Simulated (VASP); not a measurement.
# Al2SiF2 (P1) in VASP: band structure with PBE

Aim: the band structure of Al2SiF2 with PBE.

All numbers are computed with VASP 6.6.1; they aren't measurements. Logs are shortened: lines on timing, memory, paths and dates and some standing lists are left out, and cuts for length are marked.

**1. The structure**

The typed cell holds 10 atoms: a = 2.894 Å, b = 6.819 Å, c = 8.748 Å, α = 91.97°, β = 91.42°, γ = 100.21°.

The cell was built by a generator and needn't be a form met in nature.

**2. Band structure, PBE**

The input, POSCAR:

```
Al2SiF2
1.0
    2.8936750000      0.0000000000      0.0000000000
   -1.2088590000      6.7111510000      0.0000000000
   -0.2173640000     -0.3453910000      8.7380850000
Al Si F
4 2 4
Direct
    0.9213940000      0.3688640000      0.8353130000
    0.9069940000      0.7545930000      0.7759680000
    0.3350490000      0.1168380000      0.2416290000
    0.1411360000      0.7254010000      0.0940180000
    0.7895070000      0.0147740000      0.9828450000
    0.4801730000      0.4152710000      0.0850780000
    0.3696640000      0.2838060000      0.7091580000
    0.4238860000      0.8181490000      0.6500550000
    0.8634360000      0.1587010000      0.3689580000
    0.2295520000      0.8494800000      0.2882170000
```

The input, INCAR.step1:

```
SYSTEM = Al2SiF2
PREC = Accurate
ENCUT = 520
EDIFF = 1E-6
ISMEAR = 0
SIGMA = 0.1
LREAL = .False.
LASPH = .True.
NELM = 60
ALGO = Fast
ISIF = 2
LWAVE = .False.
LCHARG = .True.
GGA = PE
KPAR = 4
```

The input, KPOINTS.step1:

```
regular mesh
0
Gamma
  10 6 4
  0 0 0
```

The input, INCAR.step2:

```
SYSTEM = Al2SiF2
PREC = Accurate
ENCUT = 520
EDIFF = 1E-6
ISMEAR = 0
SIGMA = 0.05
LREAL = .False.
LASPH = .True.
NELM = 60
ALGO = Fast
ISIF = 2
LWAVE = .False.
LCHARG = .False.
GGA = PE
KPAR = 4
ICHARG = 11
```

The input, KPOINTS.step2:

```
path XGY,LGZ,NGM,RG
15
line-mode
reciprocal
 0.0000000000  0.0000000000  0.5000000000  X
 0.0000000000  0.0000000000  0.0000000000  G

 0.0000000000  0.0000000000  0.0000000000  G
-0.5000000000  0.0000000000  0.0000000000  Y

-0.5000000000  0.0000000000  0.5000000000  L
 0.0000000000  0.0000000000  0.0000000000  G

 0.0000000000  0.0000000000  0.0000000000  G
 0.5000000000 -0.5000000000  0.0000000000  Z

 0.5000000000 -0.5000000000  0.5000000000  N
 0.0000000000  0.0000000000  0.0000000000  G

 0.0000000000  0.0000000000  0.0000000000  G
 0.0000000000 -0.5000000000  0.0000000000  M

 0.0000000000 -0.5000000000  0.5000000000  R
 0.0000000000  0.0000000000  0.0000000000  G
```

Potentials or basis: VASP PAW PBE potentials, release 64 (Al, Si, F).

Launch:

```
cat potpaw_PBE.64/Al/POTCAR potpaw_PBE.64/Si/POTCAR potpaw_PBE.64/F/POTCAR > POTCAR
cp INCAR.step1 INCAR
cp KPOINTS.step1 KPOINTS
mpirun -np 4 vasp_std > vasp.out
cp INCAR.step2 INCAR
cp KPOINTS.step2 KPOINTS
mpirun -np 4 vasp_std > vasp.out
```

OUTCAR:

```text
SYSTEM = Al2SiF2
   PREC = Accurate
   ENCUT = 520
   EDIFF = 1E-6
   ISMEAR = 0
   LREAL = .False.
   LASPH = .True.
   NELM = 60
   ISIF = 2
   GGA = PE
   ICHARG = 11

 ion  position               nearest neighbor table
   1  0.921  0.369  0.835-   7 1.88   7 1.91   6 2.60   6 2.66   2 2.71   5 2.75   4 3.23
   2  0.907  0.755  0.776-   8 1.88   8 1.88   5 2.56   1 2.71   4 2.87
   3  0.335  0.117  0.242-   9 1.84   9 1.84  10 1.86   6 2.47   5 2.72   5 2.78   4 2.88
   4  0.141  0.725  0.094-  10 1.86   6 2.48   5 2.58   6 2.59   5 2.70   2 2.87   3 2.88   1 3.23

   5  0.790  0.015  0.983-   2 2.56   4 2.58   4 2.70   3 2.72   1 2.75   3 2.78   6 3.13
   6  0.480  0.415  0.085-   3 2.47   4 2.48   4 2.59   1 2.60   1 2.66   5 3.13
   7  0.370  0.284  0.709-   1 1.88   1 1.91
   8  0.424  0.818  0.650-   2 1.88   2 1.88
   9  0.863  0.159  0.369-   3 1.84   3 1.84
  10  0.230  0.849  0.288-   3 1.86   4 1.86

  LATTYP: Found a triclinic cell.
 ALAT       =     9.2818095256
 B/A-ratio  =     1.2272974177
 C/A-ratio  =     1.9221340990
 COS(alpha) =     0.0004789500
 COS(beta)  =     0.5920444308
 COS(gamma) =     0.8011525300

  Lattice vectors:

 A1 = (   3.1110390000,   0.3453910000,  -8.7380850000)
 A2 = (   1.9021800000,   7.0565420000,  -8.7380850000)
 A3 = (   8.4224320000, -13.0769110000,  -8.7380850000)

Analysis of symmetry for initial positions (statically):
=====================================================================
 Subroutine PRICEL returns:
 Original cell was already a primitive cell.

 Routine SETGRP: Setting up the symmetry group for a
 triclinic supercell.

 Subroutine GETGRP returns: Found  1 space group operations
 (whereof  1 operations were pure point group operations)
 out of a pool of  2 trial point group operations.

The static configuration has the point symmetry C_1 .

Analysis of symmetry for dynamics (positions and initial velocities):
=====================================================================
 Subroutine PRICEL returns:
 Original cell was already a primitive cell.

 Routine SETGRP: Setting up the symmetry group for a
 triclinic supercell.

 Subroutine GETGRP returns: Found  1 space group operations
 (whereof  1 operations were pure point group operations)
 out of a pool of  2 trial point group operations.

The dynamic configuration has the point symmetry C_1 .

 Subroutine INISYM returns: Found  1 space group operations
 (whereof  1 operations are pure point group operations),
 and found     1 'primitive' translations

----------------------------------------------------------------------------------------

                                     Primitive cell

  volume of cell :     169.6926

  direct lattice vectors                    reciprocal lattice vectors
     2.893675000  0.000000000  0.000000000     0.345581311  0.062248499  0.011057000
    -1.208859000  6.711151000  0.000000000     0.000000000  0.149005737  0.005889762
    -0.217364000 -0.345391000  8.738085000     0.000000000  0.000000000  0.114441551

  length of vectors
     2.893675000  6.819155947  8.747609475     0.351316916  0.149122094  0.114441551

  position of ions in fractional coordinates (direct lattice)
     0.921394000  0.368864000  0.835313000
     0.906994000  0.754593000  0.775968000
     0.335049000  0.116838000  0.241629000
     0.141136000  0.725401000  0.094018000
     0.789507000  0.014774000  0.982845000
     0.480173000  0.415271000  0.085078000
     0.369664000  0.283806000  0.709158000
     0.423886000  0.818149000  0.650055000
     0.863436000  0.158701000  0.368958000
     0.229552000  0.849480000  0.288217000

  ion indices of the primitive-cell ions
   primitive index   ion index
                 1           1
                 2           2
                 3           3
                 4           4
                 5           5
                 6           6
                 7           7
                 8           8
                 9           9
                10          10

----------------------------------------------------------------------------------------

 KPOINTS: path XGY,LGZ,NGM,RG

Interpolating k-points between supplied coordinates.

 Line segments in fractional coordinates (reciprocal lattice):
    0.000000  0.000000  0.500000  ...  0.000000  0.000000  0.000000
    0.000000  0.000000  0.000000  ... -0.500000  0.000000  0.000000
   -0.500000  0.000000  0.500000  ...  0.000000  0.000000  0.000000
    0.000000  0.000000  0.000000  ...  0.500000 -0.500000  0.000000
    0.500000 -0.500000  0.500000  ...  0.000000  0.000000  0.000000
    0.000000  0.000000  0.000000  ...  0.000000 -0.500000  0.000000
    0.000000 -0.500000  0.500000  ...  0.000000  0.000000  0.000000

 Generated    15 points on each line segment, for a total of    105 k-points:

 Following reciprocal coordinates:
            Coordinates               Weight
  0.000000  0.000000  0.500000      0.009524
  0.000000  0.000000  0.464286      0.009524
  0.000000  0.000000  0.428571      0.009524
  0.000000  0.000000  0.392857      0.009524
  0.000000  0.000000  0.357143      0.009524
  0.000000  0.000000  0.321429      0.009524
[... 16 lines left out ...]
 -0.250000  0.000000  0.000000      0.009524
 -0.285714  0.000000  0.000000      0.009524
 [... further k-points ...]
   k-points           NKPTS =    105   k-points in BZ     NKDIM =    105   number of bands    NBANDS=     30
   number of dos      NEDOS =    301   number of ions     NIONS =     10
   total plane-waves  NPLWV =  90720
   dimension x,y,z NGX =    24 NGY =   54 NGZ =   70
   dimension x,y,z NGXF=    48 NGYF=  108 NGZF=  140
   ions per type =               4   2   4
   NGX,Y,Z   is equivalent  to a cutoff of  13.79, 13.16, 13.30 a.u.
   NGXF,Y,Z  is equivalent  to a cutoff of  27.58, 26.33, 26.61 a.u.
 SYSTEM =  Al2SiF2
   PREC   = accura    normal or accurate (medium, high low for compatibility)
   ISTART =      0    job   : 0-new  1-cont  2-samecut
   ICHARG =     11    charge: 1-file 2-atom 10-const
   ISPIN  =      1    spin polarized calculation?
   LNONCOLLINEAR =      F non collinear calculations
   LSORBIT =      F    spin-orbit coupling
   LASPH  =      T    aspherical Exc in radial PAW
   ENCUT  =  520.0 eV  38.22 Ry    6.18 a.u.   5.38 12.68 16.26*2*pi/ulx,y,z
   NELM   =     60;   NELMIN=  2; NELMDL=  0     # of ELM steps
   EDIFF  = 0.1E-05   stopping-criterion for ELM
   LREAL  =      F    real-space projection
   EDIFFG = 0.1E-04   stopping-criterion for IOM
   NSW    =      0    number of steps for IOM
   IBRION =     -1    ionic relax: 0-MD 1-quasi-New 2-CG
   NFREE  =      0    steps in history (QN), initial steepest desc. (CG)
   ISIF   =      2    stress and relaxation
   ISYM   =      2    0-nonsym 1-usesym 2-fastsym
   POTIM  = 0.5000    time-step for ionic-motion
   TEBEG  =    0.0;   TEEND  =   0.0 temperature during run
   PSTRESS=    0.0 pullay stress
   NELECT =      48.0000    total number of electrons
   NUPDOWN=      -1.0000    fix difference up-down
   EMIN   =  10.00;   EMAX   =-10.00  energy-range for DOS
   EFERMI =   0.00;   METHOD = LEGACY
   ISMEAR =     0;   SIGMA  =   0.05  broadening in eV -4-tet -1-fermi 0-gaus
   EFERMI_NEDOS =   21; number of points for ismear=-14 and -15
   IALGO  =     68    algorithm
   IMIX   =      4    mixing-type and parameters
     AMIX     =   0.40;   BMIX     =  1.00
     AMIX_MAG =   1.60;   BMIX_MAG =  1.00
  volume/ion in A,a.u.               =      16.97       114.51
  Fermi-wavevector in a.u.,A,eV,Ry     =   1.074651  2.030796 15.713034  1.154875
  Thomas-Fermi vector in A             =   2.210486
   LORBIT       =      0    0 simple, 1 ext, 2 COOP (PROOUT), +10 PAW based schemes
   GGA     = PE    functional components
   LHFCALC =     F    Hartree Fock is set to
   AEXX    =    0.0000 exact exchange contribution
   IVDW    =     0    specifies the selected vdW correction
   LEPSILON=     F    determine dielectric tensor
   LRPA    =     F    only Hartree local field effects (RPA)
 non-spin polarized calculation
 RMM-DIIS sequential band-by-band and
 Gauss-broadening in eV      SIGMA  =   0.05
  energy-cutoff  :      520.00
  volume of cell :      169.69
 maximum number of plane-waves:      4599
 NGX is ok and might be reduce to    24

 number of electron      48.0000000 magnetization

 Free energy of the ion-electron system (eV)
  ---------------------------------------------------
  ext. energy  EPLUGINS =         0.00000000
  ---------------------------------------------------
  free energy    TOTEN  =       -49.83317114 eV

  energy without entropy =      -49.83016896  energy(sigma->0) =      -49.83167005

 E-fermi :   5.3828     XC(G=0):  -8.7089

 val. band max:        5.3723508203   @ k =  -0.4286   0.0000   0.4286
 cond. band min:       5.3841240718   @ k =  -0.4643   0.0000   0.0000
 fundamental gap:      0.0117732515
 Fermi energy:         5.3827900966

 k-point     1 :       0.0000    0.0000    0.5000
  band No.  band energies     occupation
      1     -21.9639      2.00000
      2     -21.6258      2.00000
      3     -21.3422      2.00000
      4     -21.2258      2.00000
      5      -6.9591      2.00000
      6      -4.9514      2.00000
[... 22 lines left out ...]
     29       9.1088      0.00000
     30       9.3901      0.00000

 k-point     2 :       0.0000    0.0000    0.4643
  band No.  band energies     occupation
      1     -21.9639      2.00000
      2     -21.6258      2.00000
      3     -21.3423      2.00000
      4     -21.2258      2.00000
      5      -6.9593      2.00000
      6      -4.9513      2.00000
[... 22 lines left out ...]
     29       9.1089      0.00000
     30       9.4541      0.00000

 k-point     3 :       0.0000    0.0000    0.4286
  band No.  band energies     occupation
      1     -21.9639      2.00000
      2     -21.6258      2.00000
      3     -21.3422      2.00000
      4     -21.2258      2.00000
      5      -6.9597      2.00000
      6      -4.9508      2.00000
[... 22 lines left out ...]
     29       9.1059      0.00000
     30       9.4147      0.00000

 k-point     4 :       0.0000    0.0000    0.3929
  band No.  band energies     occupation
      1     -21.9639      2.00000
      2     -21.6258      2.00000
      3     -21.3422      2.00000
      4     -21.2258      2.00000
      5      -6.9604      2.00000
      6      -4.9499      2.00000
[... 616 lines left out ...]
     29       8.1922      0.00000
     30       8.7043      0.00000

 k-point    23 :      -0.2500    0.0000    0.0000
  band No.  band energies     occupation
      1     -21.8027      2.00000
      2     -21.5117      2.00000
      3     -21.3072      2.00000
      4     -21.1122      2.00000
      5      -5.9777      2.00000
      6      -4.8107      2.00000
[... 22 lines left out ...]
     29       8.1351      0.00000
     30       8.4841      0.00000

 k-point    24 :      -0.2857    0.0000    0.0000
  band No.  band energies     occupation
      1     -21.7635      2.00000
      2     -21.4859      2.00000
      3     -21.3020      2.00000
      4     -21.0864      2.00000
      5      -5.6961      2.00000
      6      -4.8989      2.00000
[... 22 lines left out ...]
     29       7.7936      0.00000
     30       8.1421      0.00000

 [... further k-points ...]
[... 5 lines left out ...]
  --------------------------------------------------------------------------------------
  -------------------------------------------------------------------------------------
  Total       -8.4924178     15.3474200     12.2973484     -0.1095850      0.8017284      0.2460533
  in kB      -80.1823731    144.9048540    116.1071678     -1.0346623      7.5696334      2.3231473
  external PRESSURE =      60.2765495 kB  Pullay stress =       0.0000000 kB

 VOLUME and BASIS-vectors are now :
 -----------------------------------------------------------------------------
  energy-cutoff  :      520.00
  volume of cell :      169.69
      direct lattice vectors                 reciprocal lattice vectors
     2.893675000  0.000000000  0.000000000     0.345581311  0.062248499  0.011057000
    -1.208859000  6.711151000  0.000000000     0.000000000  0.149005737  0.005889762
    -0.217364000 -0.345391000  8.738085000     0.000000000  0.000000000  0.114441551

 POSITION                                       TOTAL-FORCE (eV/Angst)
 -----------------------------------------------------------------------------------
      2.03874      2.18699      7.29904         0.014580     -0.005303     -1.629273
      1.54368      4.79618      6.78047        -0.003650     -0.423389     -0.742073
      0.77576      0.70066      2.11137         0.009290      0.070613      1.461366
     -0.48894      4.83580      0.82154         0.008639     -0.424024      1.004604
      2.05308     -0.24032      8.58818        -0.027708      0.109553     -1.806642
      0.86897      2.75756      0.74342         0.102465      0.518828      1.538293
      0.57246      1.65973      6.19668        -0.046860     -0.065666      0.055244
      0.09626      5.26620      5.68024        -0.024222      0.123533     -0.121649
      2.22646      0.93763      3.22399        -0.003149     -0.129697     -0.056230
     -0.42530      5.60144      2.51846        -0.029385      0.225553      0.296360
 -----------------------------------------------------------------------------------
    total drift:                                0.016106     -0.044870     -0.183658

  FREE ENERGIE OF THE ION-ELECTRON SYSTEM (eV)
  ---------------------------------------------------
  free  energy   TOTEN  =       -49.8331711398 eV

  energy  without entropy=      -49.8301689623  energy(sigma->0) =      -49.83167005
```

Wall time 4.6 min (4 MPI ranks of Intel Xeon Platinum 8488C (Sapphire Rapids), shared host); peak memory 0.64 GiB.

What came out:

| Item | Value |
| --- | --- |
| Band gap along the path | none (metal or under the smearing width) |

Levels at the corners of the path, in eV from the Fermi level:
```
point  band 20  band 21  band 22  band 23  band 24  band 25  band 26  band 27
    X    -4.92    -2.97    -2.73    -0.70     1.30     1.75     2.12     2.53
    Γ    -4.75    -2.95    -2.77    -0.79     1.22     1.83     2.12     2.63
    Γ    -4.75    -2.95    -2.77    -0.79     1.22     1.83     2.12     2.63
    Y    -4.73    -2.63    -2.46    -1.70    -1.14    -0.85     0.85     1.45
    L    -4.72    -2.63    -2.46    -1.69    -1.14    -0.87     0.87     1.44
    Γ    -4.75    -2.95    -2.77    -0.79     1.22     1.83     2.12     2.63
    Γ    -4.75    -2.95    -2.77    -0.79     1.22     1.83     2.12     2.63
    Z    -4.75    -2.41    -1.70    -1.64    -1.21    -1.08     0.87     1.43
    N    -4.74    -2.41    -1.70    -1.64    -1.21    -1.07     0.85     1.43
    Γ    -4.75    -2.95    -2.77    -0.79     1.22     1.83     2.12     2.63
    Γ    -4.75    -2.95    -2.77    -0.79     1.22     1.83     2.12     2.63
    M    -4.65    -3.55    -3.18    -1.47     0.24     1.79     1.87     3.68
    R    -4.73    -3.59    -3.21    -1.43     0.37     1.79     2.13     3.12
    Γ    -4.75    -2.95    -2.77    -0.79     1.22     1.83     2.12     2.63
```

Caveat: the log is that of the step along the path at fixed density, whose energy, stress, charges and moments have no meaning.
